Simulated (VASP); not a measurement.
OSZICAR of a VASP run on MoS$_{2}$ (2H layered):

### OSZICAR
```
       N       E                     dE             d eps       ncg     rms          rms(c)
DAV:   1     0.455562168331E+03    0.45556E+03   -0.29618E+04  1112   0.159E+03
DAV:   2    -0.216758416861E+02   -0.47724E+03   -0.46786E+03  1208   0.403E+02
DAV:   3    -0.459563315629E+02   -0.24280E+02   -0.24119E+02  1277   0.804E+01
DAV:   4    -0.465040726502E+02   -0.54774E+00   -0.54584E+00  1243   0.118E+01
DAV:   5    -0.465180054457E+02   -0.13933E-01   -0.13927E-01  1272   0.180E+00    0.346E+01
DAV:   6    -0.443573225876E+02    0.21607E+01   -0.23203E+01  1117   0.254E+01    0.134E+01
DAV:   7    -0.439208153278E+02    0.43651E+00   -0.10347E+01  1121   0.160E+01    0.830E+00
DAV:   8    -0.435859607879E+02    0.33485E+00   -0.15820E+00  1306   0.690E+00    0.298E+00
DAV:   9    -0.435986224016E+02   -0.12662E-01   -0.15870E-01  1327   0.192E+00    0.135E+00
DAV:  10    -0.435894628825E+02    0.91595E-02   -0.68790E-02  1209   0.144E+00    0.319E-01
DAV:  11    -0.435895813592E+02   -0.11848E-03   -0.28053E-03  1229   0.302E-01    0.177E-01
DAV:  12    -0.435895183252E+02    0.63034E-04   -0.41218E-04  1303   0.105E-01    0.761E-02
DAV:  13    -0.435895243481E+02   -0.60229E-05   -0.15602E-04  1326   0.663E-02    0.114E-02
DAV:  14    -0.435895264726E+02   -0.21246E-05   -0.13644E-05  1078   0.211E-02    0.154E-02
DAV:  15    -0.435895269636E+02   -0.49094E-06   -0.22804E-06  1005   0.910E-03
   1 F= -.45199834E+02 E0= -.45199834E+02  d E =-.451998E+02
       N       E                     dE             d eps       ncg     rms          rms(c)
DAV:   1    -0.435908948942E+02   -0.13684E-02   -0.37635E-02  1062   0.107E+00    0.191E-01
DAV:   2    -0.435906519998E+02    0.24289E-03   -0.34251E-03  1209   0.340E-01    0.124E-01
DAV:   3    -0.435905793257E+02    0.72674E-04   -0.26288E-04  1190   0.933E-02    0.510E-02
DAV:   4    -0.435905572270E+02    0.22099E-04   -0.13192E-04  1168   0.573E-02    0.235E-02
DAV:   5    -0.435905566705E+02    0.55645E-06   -0.76703E-06  1026   0.149E-02
   2 F= -.45200198E+02 E0= -.45200198E+02  d E =-.363946E-03
       N       E                     dE             d eps       ncg     rms          rms(c)
DAV:   1    -0.435918325222E+02   -0.12753E-02   -0.39691E-02  1034   0.110E+00    0.196E-01
DAV:   2    -0.435915776467E+02    0.25488E-03   -0.36015E-03  1181   0.349E-01    0.129E-01
DAV:   3    -0.435915023047E+02    0.75342E-04   -0.27131E-04  1204   0.953E-02    0.542E-02
DAV:   4    -0.435914788278E+02    0.23477E-04   -0.14052E-04  1119   0.593E-02    0.251E-02
DAV:   5    -0.435914782553E+02    0.57248E-06   -0.85317E-06  1026   0.157E-02
   3 F= -.45200437E+02 E0= -.45200437E+02  d E =-.603023E-03
       N       E                     dE             d eps       ncg     rms          rms(c)
DAV:   1    -0.435943313553E+02   -0.28525E-02   -0.15837E-01   992   0.220E+00    0.398E-01
DAV:   2    -0.435933070181E+02    0.10243E-02   -0.14323E-02  1152   0.697E-01    0.257E-01
DAV:   3    -0.435930109847E+02    0.29603E-03   -0.10692E-03  1197   0.190E-01    0.108E-01
DAV:   4    -0.435929170279E+02    0.93957E-04   -0.56493E-04  1090   0.119E-01    0.509E-02
DAV:   5    -0.435929158208E+02    0.12072E-05   -0.35205E-05  1147   0.314E-02    0.213E-02
DAV:   6    -0.435929144838E+02    0.13369E-05   -0.72045E-06  1126   0.117E-02    0.977E-03
DAV:   7    -0.435929136253E+02    0.85854E-06   -0.26879E-06   865   0.832E-03
   4 F= -.45200511E+02 E0= -.45200511E+02  d E =-.676746E-03
       N       E                     dE             d eps       ncg     rms          rms(c)
DAV:   1    -0.435926331064E+02    0.28138E-03   -0.25436E-02   992   0.881E-01    0.157E-01
DAV:   2    -0.435924629893E+02    0.17012E-03   -0.22510E-03  1167   0.278E-01    0.101E-01
DAV:   3    -0.435924159702E+02    0.47019E-04   -0.17143E-04  1183   0.758E-02    0.422E-02
DAV:   4    -0.435924007106E+02    0.15260E-04   -0.87605E-05  1118   0.468E-02    0.192E-02
DAV:   5    -0.435924013061E+02   -0.59547E-06   -0.52382E-06  1033   0.123E-02
   5 F= -.45200545E+02 E0= -.45200545E+02  d E =-.710778E-03
       N       E                     dE             d eps       ncg     rms          rms(c)
DAV:   1    -0.435931346453E+02   -0.73393E-03   -0.27869E-03  1020   0.356E-01    0.772E-02
DAV:   2    -0.435930782805E+02    0.56365E-04   -0.58772E-04  1162   0.149E-01    0.481E-02
DAV:   3    -0.435930603537E+02    0.17927E-04   -0.69354E-05  1109   0.412E-02    0.123E-02
DAV:   4    -0.435930576493E+02    0.27044E-05   -0.13956E-05  1000   0.192E-02    0.736E-03
DAV:   5    -0.435930570451E+02    0.60427E-06   -0.76965E-07   671   0.634E-03
   6 F= -.45200630E+02 E0= -.45200630E+02  d E =-.847178E-04
       N       E                     dE             d eps       ncg     rms          rms(c)
DAV:   1    -0.435957039536E+02   -0.26463E-02   -0.25425E-02  1007   0.108E+00    0.226E-01
DAV:   2    -0.435951831304E+02    0.52082E-03   -0.53037E-03  1112   0.448E-01    0.147E-01
DAV:   3    -0.435950263547E+02    0.15678E-03   -0.59325E-04  1139   0.122E-01    0.391E-02
DAV:   4    -0.435950023499E+02    0.24005E-04   -0.12473E-04  1061   0.562E-02    0.245E-02
DAV:   5    -0.435950004011E+02    0.19488E-05   -0.78913E-06  1193   0.181E-02    0.184E-02
DAV:   6    -0.435949976567E+02    0.27444E-05   -0.28656E-06   861   0.917E-03    0.377E-03
DAV:   7    -0.435949969655E+02    0.69112E-06   -0.91050E-07   566   0.537E-03
   7 F= -.45200858E+02 E0= -.45200858E+02  d E =-.313095E-03
       N       E                     dE             d eps       ncg     rms          rms(c)
DAV:   1    -0.436016100252E+02   -0.66124E-02   -0.10139E-01  1007   0.215E+00    0.455E-01
DAV:   2    -0.435995230082E+02    0.20870E-02   -0.21437E-02  1112   0.900E-01    0.294E-01
DAV:   3    -0.435988894130E+02    0.63360E-03   -0.24090E-03  1095   0.246E-01    0.780E-02
DAV:   4    -0.435987970211E+02    0.92392E-04   -0.51172E-04  1098   0.112E-01    0.481E-02
DAV:   5    -0.435987924777E+02    0.45434E-05   -0.33827E-05  1252   0.373E-02    0.370E-02
DAV:   6    -0.435987865747E+02    0.59030E-05   -0.11865E-05  1172   0.178E-02    0.721E-03
DAV:   7    -0.435987849624E+02    0.16124E-05   -0.29875E-06   829   0.959E-03    0.173E-03
DAV:   8    -0.435987850304E+02   -0.68077E-07   -0.19377E-07   573   0.297E-03
   8 F= -.45201233E+02 E0= -.45201233E+02  d E =-.687591E-03
       N       E                     dE             d eps       ncg     rms          rms(c)
DAV:   1    -0.436172670626E+02   -0.18482E-01   -0.40423E-01  1007   0.429E+00    0.908E-01
DAV:   2    -0.436089539722E+02    0.83131E-02   -0.86124E-02  1104   0.180E+00    0.589E-01
DAV:   3    -0.436063942386E+02    0.25597E-02   -0.97310E-03  1087   0.494E-01    0.157E-01
DAV:   4    -0.436060248430E+02    0.36940E-03   -0.20871E-03  1084   0.225E-01    0.963E-02
DAV:   5    -0.436060136363E+02    0.11207E-04   -0.13583E-04  1252   0.746E-02    0.740E-02
DAV:   6    -0.436060005344E+02    0.13102E-04   -0.44812E-05  1300   0.348E-02    0.155E-02
DAV:   7    -0.436059966713E+02    0.38632E-05   -0.12096E-05  1022   0.182E-02    0.316E-03
DAV:   8    -0.436059968160E+02   -0.14477E-06   -0.50635E-07   650   0.492E-03
   9 F= -.45201656E+02 E0= -.45201656E+02  d E =-.111078E-02
```

Q: Which electronic solver shows in the log?

A: It is blocked Davidson (ALGO = Normal, or the opening steps of other solvers). The INCAR had ALGO = Normal.

Q: Can the final energy be trusted as converged?

A: The calculation finished and met its thresholds. It stopped with EDIFF = 1E-6, NELM = 100, NSW = 60 and EDIFFG = -0.02 after 9 ionic steps (PBE GGA with D3 dispersion (zero damping), plane waves, VASP's PBE PAW potentials (set 64)).

The compound is MoS2 in the 2H layered structure. This run relaxes it. Symmetry was kept, so distortions that lower it aren't found. The start is the result of an earlier pass.
